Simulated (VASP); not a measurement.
Given:

```yaml
crystal:
  lattice:
    - [1.66506, -2.88397, 0.00000]
    - [1.66506, 2.88397, 0.00000]
    - [0.00000, 0.00000, 13.22379]
  atoms:
    - { symbol: W, position: [0.33333, 0.66667, 0.25000] }
    - { symbol: W, position: [0.66667, 0.33333, 0.75000] }
    - { symbol: Se, position: [0.33333, 0.66667, 0.87754] }
    - { symbol: Se, position: [0.66667, 0.33333, 0.37754] }
    - { symbol: Se, position: [0.66667, 0.33333, 0.12246] }
    - { symbol: Se, position: [0.33333, 0.66667, 0.62246] }
```

Method: optB88-vdW, VASP's PBE PAW potentials (set 64) (plane waves; VASP 6.6.1). Run with 520 eV cut-off, 7×7×2 Γ-centred mesh, Gaussian smearing of 0.050 eV, potentials W_sv Se.

What does the run give for the energy per atom (σ→0)?

energy per atom (σ→0): -5.001 eV/atom

The absolute energy has meaning only against runs of the same code, potentials and settings.

The compound is WSe2 in the 2H layered structure. It was relaxed first, which changed the volume by +5 %. The start is the result of an earlier pass.
